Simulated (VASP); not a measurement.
# Vibrations of InSb: a test of the settings, part 2 of 2

How far do the zone-centre frequencies of InSb depend on the numerical settings? The starting structure is a measured crystal structure from the Crystallography Open Database.

VASP 6.6.1.

Results so far: reference T2 177.3 cm⁻¹; a 5×5×5 mesh T2 162.1 cm⁻¹; a cutoff of 240 eV T2 176.4 cm⁻¹.

## Step 5: Modes with a 12×12×12 mesh

Level of this step: LDA; plane waves and PAW (Sb, In_d) (VASP).

Against step 2 the input has a 12×12×12 mesh.

The input, INCAR:

```
SYSTEM = InSb
PREC = Accurate
ENCUT = 450
EDIFF = 1E-08
NELM = 100
ISMEAR = 0
SIGMA = 0.05
LREAL = .FALSE.
ALGO = Normal
GGA = CA
NBANDS = 15
LORBIT = 11
LWAVE = .FALSE.
LCHARG = .FALSE.
KPAR = 8
IBRION = 8
ISIF = 2
```

The input, POSCAR:

```
InSb
1.0
    0.0000000000      3.2276287627      3.2276287627
    3.2276287627      0.0000000000      3.2276287627
    3.2276287627      3.2276287627      0.0000000000
Sb In
1 1
Direct
    0.7500000000      0.7500000000      0.7500000000
    0.0000000000      0.0000000000      0.0000000000
```

The input, KPOINTS:

```
Automatic mesh
0
Gamma
12 12 12
0 0 0
```

The projector-augmented-wave data sets are Sb and In_d (LDA family, release 64).

On the command line:

```console
$ mpirun -np 8 vasp_std
```

Output:

```text
[... set-up lines as in an earlier step ...]
 entering main loop
       N       E                     dE             d eps       ncg     rms          rms(c)
DAV:   1     0.109153421395E+03    0.10915E+03   -0.73706E+03  2167   0.108E+03
DAV:   2    -0.137599186664E+01   -0.11053E+03   -0.10730E+03  2391   0.276E+02
DAV:   3    -0.817656556322E+01   -0.68006E+01   -0.67645E+01  2741   0.746E+01
DAV:   4    -0.836519996543E+01   -0.18863E+00   -0.18859E+00  2658   0.147E+01
[...]
DAV:  12    -0.821699285683E+01    0.14181E-06   -0.67113E-07  3001   0.983E-03    0.540E-03
DAV:  13    -0.821699286622E+01   -0.93887E-08   -0.10119E-07  2699   0.323E-03    0.236E-03
DAV:  14    -0.821699286271E+01    0.35022E-08   -0.72888E-09  2144   0.108E-03
   1 F= -.82169929E+01 E0= -.82169700E+01  d E =-.456747E-04
 Linear response reoptimize wavefunctions to high precision
DAV:   1    -0.821699286283E+01   -0.11414E-09   -0.18538E-09  2373   0.318E-04
DAV:   2    -0.821699286287E+01   -0.39790E-10   -0.19138E-10  1500   0.140E-04
 Linear response DOF=           2
 Linear response progress:
[...]
RMM:  10    -0.278503905050E-01    0.60418E-07   -0.24687E-09 16720   0.145E-04    0.383E-05
RMM:  11    -0.278504110515E-01   -0.20547E-07   -0.79336E-09 17784   0.646E-05    0.108E-05
RMM:  12    -0.278504039332E-01    0.71183E-08   -0.18744E-09 16551   0.272E-05    0.154E-05
 first order change of Fermi-energy   0.24459E-03
 force on displaced ion       1 direction 1 :  -6.883   0.000   0.000
 Linear response progress:
  Degree of freedom:   2/  2
       N       E                     dE             d eps       ncg     rms          rms(c)
RMM:   1    -0.236946192256E+00   -0.23695E+00   -0.11896E-01 11343   0.470E+00
RMM:   2    -0.239232908984E+00   -0.22867E-02   -0.11298E-02 14182   0.954E-01    0.705E-02
RMM:   3    -0.239195846649E+00    0.37062E-04   -0.13197E-03 15480   0.298E-01    0.349E-02
RMM:   4    -0.239050636760E+00    0.14521E-03   -0.15412E-04 15751   0.938E-02    0.176E-02
[...]
RMM:  14    -0.239021372610E+00    0.40665E-07   -0.10073E-07 17699   0.224E-05    0.121E-05
RMM:  15    -0.239021381904E+00   -0.92943E-08   -0.11056E-07 14072   0.151E-05    0.125E-05
RMM:  16    -0.239021368982E+00    0.12922E-07   -0.28836E-08 12501   0.114E-05    0.118E-05
 first order change of Fermi-energy  -0.26660E-04
 force on displaced ion       2 direction 1 :  -6.911   0.000   0.000
 Linear response finished
```

Wall time 2.5 min (8 MPI ranks of AMD EPYC 7R43, shared host); peak memory 4.4 GiB; 20 min of CPU time.

Parts of OUTCAR (step 5):

```text
  Total       -0.0009902     -0.0009902     -0.0009902      0.0000000      0.0000000      0.0000000
  in kB       -0.0235919     -0.0235919     -0.0235919      0.0000000      0.0000000      0.0000000
  external PRESSURE =      -0.0235919 kB  Pullay stress =       0.0000000 kB

 POSITION                                       TOTAL-FORCE (eV/Angst)
 -----------------------------------------------------------------------------------
      4.84144      4.84144      4.84144         0.000000      0.000000      0.000000
      0.00000      0.00000      0.00000        -0.000000     -0.000000     -0.000000
 -----------------------------------------------------------------------------------
    total drift:                                0.000000      0.000000      0.000000

[... 1 part as in an earlier step ...]

[... 1 further part left out ...]
```

With a 12×12×12 mesh the mode is T2 178.2 cm⁻¹, +0.9 cm⁻¹ from the reference.

## Step 6: Modes with a smearing width of 0.02 eV

Against step 2 the input has SIGMA = 0.02.

INCAR: that of step 5 with these lines changed.

```diff
@@ -6,3 +6,3 @@
 ISMEAR = 0
-SIGMA = 0.05
+SIGMA = 0.02
 LREAL = .FALSE.
```

POSCAR is that of step 5.

The input, KPOINTS:

```
Automatic mesh
0
Gamma
10 10 10
0 0 0
```

On the command line:

```console
$ mpirun -np 8 vasp_std
```

Output:

```text
[... set-up lines as in an earlier step ...]
 entering main loop
       N       E                     dE             d eps       ncg     rms          rms(c)
DAV:   1     0.109957987606E+03    0.10996E+03   -0.73844E+03  1410   0.109E+03
DAV:   2    -0.149359087594E+01   -0.11145E+03   -0.10856E+03  1557   0.272E+02
DAV:   3    -0.817398868407E+01   -0.66804E+01   -0.66455E+01  1823   0.729E+01
DAV:   4    -0.836559938141E+01   -0.19161E+00   -0.19155E+00  1710   0.149E+01
[...]
DAV:  12    -0.821585112149E+01    0.14440E-06   -0.67834E-07  2005   0.965E-03    0.540E-03
DAV:  13    -0.821585112936E+01   -0.78694E-08   -0.10784E-07  1662   0.334E-03    0.240E-03
DAV:  14    -0.821585112526E+01    0.40995E-08   -0.85434E-09  1496   0.112E-03
   1 F= -.82158511E+01 E0= -.82158357E+01  d E =-.308525E-04
 Linear response reoptimize wavefunctions to high precision
DAV:   1    -0.821585112544E+01   -0.18144E-09   -0.22580E-09  1559   0.324E-04
DAV:   2    -0.821585112542E+01    0.20009E-10   -0.11817E-10   985   0.101E-04
 Linear response DOF=           2
 Linear response progress:
[...]
RMM:   9    -0.278664779170E-01   -0.23166E-06    0.43723E-08 10422   0.422E-04    0.617E-05
RMM:  10    -0.278664512384E-01    0.26679E-07   -0.29453E-08 10159   0.157E-04    0.345E-05
RMM:  11    -0.278664416105E-01    0.96280E-08   -0.33519E-09 10920   0.684E-05    0.109E-05
 first order change of Fermi-energy   0.29436E-03
 force on displaced ion       1 direction 1 :  -6.577   0.000   0.000
 Linear response progress:
  Degree of freedom:   2/  2
       N       E                     dE             d eps       ncg     rms          rms(c)
RMM:   1    -0.236927262788E+00   -0.23693E+00   -0.11876E-01  6916   0.470E+00
RMM:   2    -0.239231919551E+00   -0.23047E-02   -0.11425E-02  8650   0.957E-01    0.718E-02
RMM:   3    -0.239205798405E+00    0.26121E-04   -0.13122E-03  9459   0.299E-01    0.355E-02
RMM:   4    -0.239073498711E+00    0.13230E-03   -0.14629E-04  9690   0.935E-02    0.183E-02
[...]
RMM:  13    -0.239046194592E+00   -0.15478E-07   -0.31962E-07 10169   0.388E-05    0.384E-06
RMM:  14    -0.239046165638E+00    0.28954E-07   -0.17083E-07  9296   0.239E-05    0.820E-07
RMM:  15    -0.239046166202E+00   -0.56353E-09   -0.66808E-08  8025   0.166E-05    0.229E-06
 first order change of Fermi-energy  -0.27309E-04
 force on displaced ion       2 direction 1 :  -6.605  -0.000  -0.000
 Linear response finished
```

Wall time 82 s (8 MPI ranks); peak memory 3.3 GiB; 11 min of CPU time.

OUTCAR, selected parts (step 6):

```text
  Total        0.0003657      0.0003657      0.0003657     -0.0000000      0.0000000      0.0000000
  in kB        0.0087139      0.0087139      0.0087139     -0.0000000      0.0000000      0.0000000
  external PRESSURE =       0.0087139 kB  Pullay stress =       0.0000000 kB

 POSITION                                       TOTAL-FORCE (eV/Angst)
 -----------------------------------------------------------------------------------
      4.84144      4.84144      4.84144        -0.000000      0.000000      0.000000
      0.00000      0.00000      0.00000         0.000000     -0.000000     -0.000000
 -----------------------------------------------------------------------------------
    total drift:                                0.000000      0.000000      0.000000

[... 2 parts as in an earlier step ...]
```

With a smearing width of 0.02 eV the mode is T2 174.2 cm⁻¹, -3.1 cm⁻¹ from the reference.

## Step 7: Modes with finite displacements

Against step 2 the input has IBRION = 6, NFREE = 2 and POTIM = 0.015 (also changed: NSW).

INCAR: that of step 6 with these lines changed.

```diff
@@ -6,3 +6,3 @@
 ISMEAR = 0
-SIGMA = 0.02
+SIGMA = 0.05
 LREAL = .FALSE.
@@ -15,3 +15,6 @@
 KPAR = 8
-IBRION = 8
+IBRION = 6
+NFREE = 2
+POTIM = 0.015
+NSW = 1
 ISIF = 2
```

POSCAR is that of step 6.

KPOINTS is that of step 6.

On the command line:

```console
$ mpirun -np 8 vasp_std
```

Output:

```text
[... set-up lines as in an earlier step ...]
 entering main loop
       N       E                     dE             d eps       ncg     rms          rms(c)
[... 14 cycles as in an earlier step ...]
   1 F= -.82158974E+01 E0= -.82158588E+01  d E =-.771464E-04
[...]
2 F= -.82151297E+01 E0= -.82150995E+01  d E =-.604382E-04
[...]
3 F= -.82151297E+01 E0= -.82150995E+01  d E =-.604428E-04
[...]
4 F= -.82151242E+01 E0= -.82150940E+01  d E =-.604461E-04
[...]
5 F= -.82151242E+01 E0= -.82150940E+01  d E =-.604499E-04
 Finite differences progress:
  Degree of freedom:   2/  2
  Displacement:        2/  2
  Total:               4/  4
```

Run time: 53 s. Hardware: 8 MPI ranks; peak memory 2.6 GiB.

From OUTCAR (step 7):

```text
  Total       -0.0013900      0.0005075      0.0005075      0.0000000      0.1164596      0.0000000
  in kB       -0.0331164      0.0120903      0.0120903      0.0000000      2.7746313      0.0000000
  external PRESSURE =      -0.0029786 kB  Pullay stress =       0.0000000 kB

 POSITION                                       TOTAL-FORCE (eV/Angst)
 -----------------------------------------------------------------------------------
      4.84144      4.84144      4.84144        -0.102838      0.000000      0.000000
     -0.01500      0.00000      0.00000         0.102838     -0.000000     -0.000000
 -----------------------------------------------------------------------------------
    total drift:                                0.000468      0.000001      0.000001

  FREE ENERGIE OF THE ION-ELECTRON SYSTEM (eV)
  ---------------------------------------------------
  free  energy   TOTEN  =        -8.2151242260 eV

  energy  without entropy=       -8.2150637761  energy(sigma->0) =       -8.21509400

[... 2 parts as in an earlier step ...]

[... 1 further part left out ...]
[key lines of the parts left out:]
E-fermi :   5.0273
```

The last energy, forces and stress in OUTCAR belong to the last displaced cell, not to that of POSCAR.

With finite displacements the mode is T2 177.5 cm⁻¹, +0.2 cm⁻¹ from the reference.

## Step 8: The runs compared

```csv
run,T2,method,core minutes
reference,177.3,perturbation theory,10.8
a 5×5×5 mesh,162.1,perturbation theory,3.6
a cutoff of 240 eV,176.4,perturbation theory,4.53
a 12×12×12 mesh,178.2,perturbation theory,20.1
a smearing width of 0.02 eV,174.2,perturbation theory,10.9
finite displacements,177.5,finite displacements,7.07
```

Modes are in cm⁻¹, degenerate ones as one, matched between runs by symmetry and order. A number in brackets counts the listed modes of one symmetry from the lowest. The symmetry labels come from an automatic analysis and can be wrong where levels nearly coincide. Core minutes are wall time times ranks of the run shown, on a shared host.

## Step 9: Outcome

| Property | Result |
| --- | --- |
| T2, reference | 177.3 cm⁻¹ |
| T2, a 5×5×5 mesh | 162.1 cm⁻¹ |
| T2, a cutoff of 240 eV | 176.4 cm⁻¹ |
| T2, a 12×12×12 mesh | 178.2 cm⁻¹ |
| T2, a smearing width of 0.02 eV | 174.2 cm⁻¹ |
| T2, finite displacements | 177.5 cm⁻¹ |

In words: The largest change comes with a 5×5×5 mesh: -15.2 cm⁻¹ in T2. On finer settings the modes change by up to +0.9 cm⁻¹ in T2 with a 12×12×12 mesh. Other changes move the modes by more: -15.2 cm⁻¹ in T2 with a 5×5×5 mesh and -3.1 cm⁻¹ in T2 with a smearing width of 0.02 eV. Further runs on this material are not shown.

[Lines on the potential files, build, host, timing and source positions are cut from VASP's logs without a mark.]

[Logs are printed without paths, hosts, clocks, repeated set-up lines and the standing remarks that a program may print on its own settings, such as how far it seeks lower states.]

[Hosts, paths, dates, database ids (printed as entryN), source tags and the programs' standing remarks are cut or masked in the printed files.]
